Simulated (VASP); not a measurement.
## BeS (relaxed from the layered h-BN type structure, space group P6_3/mmc): computed properties

Level of theory: PBEsol GGA, VASP's PBE PAW potentials (set 64) (plane waves; VASP).

```json
{
  "space_group": "P6_3/mmc (194)",
  "cell": "a = b = 3.472 Å, c = 6.224 Å, α = β = 90.00°, γ = 120.00°",
  "volume_per_atom": "16.24 Å³/atom",
  "band gap (over mesh and band path)": "3.30 eV",
  "smallest direct gap (over mesh and band path)": "3.93 eV",
  "band_edge_character": "indirect, K-Γ at 0.56 to L-M at 0.33",
  "density": "2.10 g/cm³"
}
```

BeS is taken in the hexagonal space group P6₃/mmc (No. 194), Pearson symbol hP4. Cell: a = b = 3.4718 Å, c = 6.2236 Å, α = β = 90.00°, γ = 120.00°. Be on 2c has 3 S at 2.004 Å (trigonal planar). S on 2d is coordinated by 3 Be at 2.004 Å (trigonal planar). (Neighbours: up to the widest gap in distance over summed covalent radii, below 1.35, at either atom; cation-cation and far metal-metal contacts left out.)

Without a dispersion term in the relaxation, distances and binding between the weakly bound layers, chains or molecules are unreliable, and so is what depends on them.

The structure was generated: BeS was put into the layered h-BN type type (P6_3/mmc), which need not be its known phase. It was relaxed first, which changed the volume by -24 %. Symmetry was kept, so distortions that lower it aren't found.
